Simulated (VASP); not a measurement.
Here is the system:

```
CuGaSe2
1.0
   -2.82238     2.82238     5.59683
    2.82238    -2.82238     5.59683
    2.82238     2.82238    -5.59683
Ga Cu Se
2 2 4
Direct
  0.25000   0.75000   0.50000
  0.50000   0.50000   0.00000
  0.75000   0.25000   0.50000
  0.00000   0.00000   0.00000
  0.12122   0.12500   0.49622
  0.87500   0.37122   0.99622
  0.62878   0.62500   0.50378
  0.37500   0.87878   0.00378
```

Computed with PBE GGA, VASP's PBE PAW potentials (set 64) (plane waves; VASP 6.6.1). Run with 300 eV cut-off, 3×3×3 Γ-centred mesh, Gaussian smearing of 0.10 eV, potentials Ga_d Cu Se.

At this cut-off the stress carries a Pulay error, which pulls relaxed volumes low.

Question: The ions, cell shape and volume are relaxed. Which structure does the run end with?

Answer: 
```
CuGaSe2
1.0
   -2.83552     2.83552     5.61373
    2.83552    -2.83552     5.61373
    2.83552     2.83552    -5.61373
Ga Cu Se
2 2 4
Cartesian
  2.83552   0.00000   2.80687
  0.00000   0.00000   5.61373
  0.00000   2.83552   2.80687
  0.00000   0.00000   0.00000
  1.41776   1.38536  -1.40343
  1.38536   4.25328   1.40343
  1.41776   1.45016   4.21030
  1.45016  -1.41776   7.01716
```
Space group I-42d (122), at a tolerance of 0.03 Å.

Question: How do energy and volume change from the first to the last step?

Answer: The energy (σ→0) changes by -0.9 meV/atom and the volume by +1.2 %, in 7 ionic steps.

The structure comes from a computed database's GaCuSe2 entry; how it stands against other phases isn't given here. This run relaxes it. Symmetry was kept, so distortions that lower it aren't found. The k-mesh is coarse (spacing up to 0.52 per Å, 2π included), so the numbers may not be converged in it. The run is one of a series of settings (EDIFFG = -0.01, IBRION = 2, ISIF = 3, NSW = 50 against the base run), some of them coarse on purpose.
